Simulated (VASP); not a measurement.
These are PBEsol GGA, VASP's PBE PAW potentials (set 64) (plane waves; VASP) values and carry that method's errors.

VASP input:

File KPOINTS:
```
Automatic mesh
0
gamma
7 7 4
```

### POSCAR
```
SiGe
1
    3.9003054221     0.0000000000     0.0000000000
   -1.9501527111     3.3777636899     0.0000000000
    0.0000000000     0.0000000000     6.4318608652
Si Ge
2 2
Direct
  0.6666670000   0.3333330000   0.8746014851
  0.3333330000   0.6666670000   0.3746014851
  0.6666670000   0.3333330000   0.5003985149
  0.3333330000   0.6666670000   0.0003985149
```

INCAR:
```
SYSTEM = SiGe
PREC = Accurate
ENCUT = 400
EDIFF = 1E-7
NELM = 100
ALGO = Normal
LREAL = .FALSE.
LASPH = .TRUE.
ISMEAR = -5
GGA = PS
LMAXMIX = 4
LWAVE = .FALSE.
LCHARG = .TRUE.
LORBIT = 11
NEDOS = 601
ISIF = 2
LEFG = .TRUE.
```

POTCAR, in this order: Si Ge_d (PBE.64 set). Program: vasp_std.

What VASP printed:

File OSZICAR:
```
       N       E                     dE             d eps       ncg     rms          rms(c)
DAV:   1     0.237175647085E+03    0.23718E+03   -0.16105E+04  1176   0.307E+03
DAV:   2     0.139752413804E+02   -0.22320E+03   -0.21871E+03  1074   0.618E+02
DAV:   3    -0.203637860559E+02   -0.34339E+02   -0.34215E+02  1290   0.159E+02
DAV:   4    -0.215941562452E+02   -0.12304E+01   -0.12292E+01  1206   0.347E+01
DAV:   5    -0.216241424168E+02   -0.29986E-01   -0.29980E-01  1336   0.560E+00    0.584E+00
DAV:   6    -0.213716779812E+02    0.25246E+00   -0.11670E-01  1176   0.286E+00    0.342E+00
DAV:   7    -0.212456950500E+02    0.12598E+00   -0.21344E-01  1116   0.318E+00    0.222E-01
DAV:   8    -0.212480219795E+02   -0.23269E-02   -0.18113E-02  1318   0.163E+00    0.107E-01
DAV:   9    -0.212482289224E+02   -0.20694E-03   -0.42721E-04  1284   0.208E-01    0.810E-02
DAV:  10    -0.212483366475E+02   -0.10773E-03   -0.14011E-04  1272   0.118E-01    0.222E-02
DAV:  11    -0.212483535905E+02   -0.16943E-04   -0.22320E-05  1188   0.320E-02    0.476E-03
DAV:  12    -0.212483554091E+02   -0.18186E-05   -0.22302E-06  1292   0.136E-02    0.214E-03
DAV:  13    -0.212483556896E+02   -0.28047E-06   -0.25677E-07  1000   0.377E-03    0.119E-03
DAV:  14    -0.212483556969E+02   -0.73542E-08   -0.21172E-08   720   0.158E-03
   1 F= -.21248356E+02 E0= -.21248356E+02  d E =0.000000E+00
```

File OUTCAR:
```
------------------------ aborting loop because EDIFF is reached ----------------------------------------
  FORCE on cell =-STRESS in cart. coord.  units (eV):
  Direction    XX          YY          ZZ          XY          YZ          ZX
  --------------------------------------------------------------------------------------
  Total       -0.0581352     -0.0581352      0.0263928      0.0000000      0.0000000      0.0000000
  in kB       -1.0992209     -1.0992210      0.4990352      0.0000000      0.0000000      0.0000000
  external PRESSURE =      -0.5664689 kB  Pullay stress =       0.0000000 kB
  volume of cell :       84.74
      direct lattice vectors                 reciprocal lattice vectors
     3.900305422  0.000000000  0.000000000     0.256390178  0.148026933  0.000000000
    -1.950152711  3.377763690  0.000000000     0.000000000  0.296053866  0.000000000
     0.000000000  0.000000000  6.431860865     0.000000000  0.000000000  0.155476000
 POSITION                                       TOTAL-FORCE (eV/Angst)
 -----------------------------------------------------------------------------------
      1.95015      1.12592      5.62532         0.000000     -0.000000      0.009906
     -0.00000      2.25184      2.40938         0.000000     -0.000000      0.009906
      1.95015      1.12592      3.21849        -0.000000      0.000000     -0.009906
     -0.00000      2.25184      0.00256         0.000000     -0.000000     -0.009906
 -----------------------------------------------------------------------------------
    total drift:                                0.000104     -0.000061      0.001068
  FREE ENERGIE OF THE ION-ELECTRON SYSTEM (eV)
  ---------------------------------------------------
  free  energy   TOTEN  =       -21.2483556969 eV

  energy  without entropy=      -21.2483556969  energy(sigma->0) =      -21.24835570

 total charge

# of ion       s       p       d       tot
------------------------------------------
    1        0.759   0.891   0.000   1.650
    2        0.759   0.891   0.000   1.650
    3        1.108   1.352  10.029  12.489
    4        1.108   1.352  10.029  12.489
--------------------------------------------------
tot          3.735   4.487  20.058  28.280

 Electric field gradients after diagonalization (V/A^2)
 (convention: |V_zz| > |V_xx| > |V_yy|)
----------------------------------------------------------------------
 ion       V_xx      V_yy      V_zz     asymmetry (V_yy - V_xx)/ V_zz
----------------------------------------------------------------------
   1      -2.021    -2.021     4.042       0.000
   2      -2.021    -2.021     4.042       0.000
   3      -5.262    -5.252    10.514       0.001
   4      -5.262    -5.252    10.514       0.001
```
(Selected blocks of OUTCAR.)

File OUTCAR:
```
 val. band max:        5.5774302835   @ k =   0.0000   0.0000   0.0000

 cond. band min:       5.9712304389   @ k =   0.4286   0.0000   0.0000


 Fermi energy:         5.5872717714

 k-point     1 :       0.0000    0.0000    0.0000
  band No.  band energies     occupation
      1     -18.9416      2.00000
      2     -18.9416      2.00000
      3     -18.9373      2.00000
      4     -18.9373      2.00000
      5     -18.9342      2.00000
      6     -18.9342      2.00000
      7     -18.9114      2.00000
      8     -18.9114      2.00000
      9     -18.9074      2.00000
     10     -18.9074      2.00000
     11      -7.1146      2.00000
     12      -4.9374      2.00000
     13      -1.9386      2.00000
     14       3.9799      2.00000
     15       3.9799      2.00000
     16       5.2671      2.00000
     17       5.5774      2.00000
     18       5.5774      2.00000
     19       5.9724      0.00000
     20       7.0996      0.00000
     21       7.5990      0.00000
     22       7.5990      0.00000

 k-point     2 :       0.1429    0.0000    0.0000
  band No.  band energies     occupation
      1     -18.9419      2.00000
      2     -18.9407      2.00000
      3     -18.9377      2.00000
      4     -18.9364      2.00000
      5     -18.9339      2.00000
      6     -18.9331      2.00000
      7     -18.9119      2.00000
      8     -18.9110      2.00000
      9     -18.9081      2.00000
     10     -18.9069      2.00000
     11      -6.8848      2.00000
     12      -4.7067      2.00000
     13      -1.8520      2.00000
     14       2.3396      2.00000
     15       3.5370      2.00000
     16       3.7396      2.00000
     17       4.8673      2.00000
     18       5.1650      2.00000
     19       6.7633      0.00000
     20       7.6991      0.00000
     21       8.2205      0.00000
     22       8.2364      0.00000

 k-point     3 :       0.2857    0.0000    0.0000
  band No.  band energies     occupation
      1     -18.9433      2.00000
...
```

The structure comes from a computed database's SiGe entry (P6_3mc); how it stands against other phases isn't given here. It was relaxed first.
